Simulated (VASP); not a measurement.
Data:

```yaml
crystal:
  lattice:
    - [1.62500, -2.81458, 0.00000]
    - [1.62500, 2.81458, 0.00000]
    - [0.00000, 0.00000, 5.21000]
  atoms:
    - { symbol: Zn, position: [0.66667, 0.33333, 0.50000] }
    - { symbol: Zn, position: [0.33333, 0.66667, 0.00000] }
    - { symbol: O, position: [0.66667, 0.33333, 0.88200] }
    - { symbol: O, position: [0.33333, 0.66667, 0.38200] }
```
Cell charge +0.5.

The numbers are results of PBE GGA, VASP's PBE PAW potentials (set 64) (plane waves; VASP), not measurements. Numerical set-up: NELECT = 35.5, 520 eV cut-off, 8×8×5 Γ-centred mesh, Gaussian smearing of 0.050 eV, potentials Zn O.

The cell is charged, with a uniform compensating background.

Q: Give the stress tensor in GPa (positive for a compressed cell).

A: 
```
-8.89   0.00   0.00
 0.00  -8.89   0.00
 0.00   0.00  -8.10
```
The pressure is its mean diagonal, -8.62 GPa.

The compound is ZnO in the wurtzite structure. The cell was not relaxed at this level. The run is one of a series of settings (NELECT = 35.5 against the base run), some of them coarse on purpose.
